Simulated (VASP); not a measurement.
Consider the following.

```
RuTe
1.0
    3.29954     0.00000     0.00000
    0.00000     3.29954     0.00000
    0.00000     0.00000     3.29954
Ru Te
1 1
Direct
  0.00000   0.00000   0.00000
  0.50000   0.50000   0.50000
```

Level of theory: r2SCAN meta-GGA, VASP's PBE PAW potentials (set 64) (plane waves; VASP). Run with 400 eV cut-off, 12×12×12 Γ-centred mesh, tetrahedra with Blöchl corrections, potentials Ru_pv Te.

Unless said otherwise, spin-orbit coupling is left out, though it shifts the bands of the heavy elements here.

Problem. Estimate the energy per atom (σ→0), band gap (over mesh and band path) with the smallest direct gap where there is one.

Solution. 
```json
{
  "band gap (over mesh and band path)": "none (metal, semimetal or under 0.01 eV)",
  "energy per atom (σ→0)": "-24.935 eV/atom"
}
```

The structure was generated: RuTe was put into the CsCl type type (Pm-3m), which need not be its known phase. It was relaxed first, which changed the volume by -29 %.
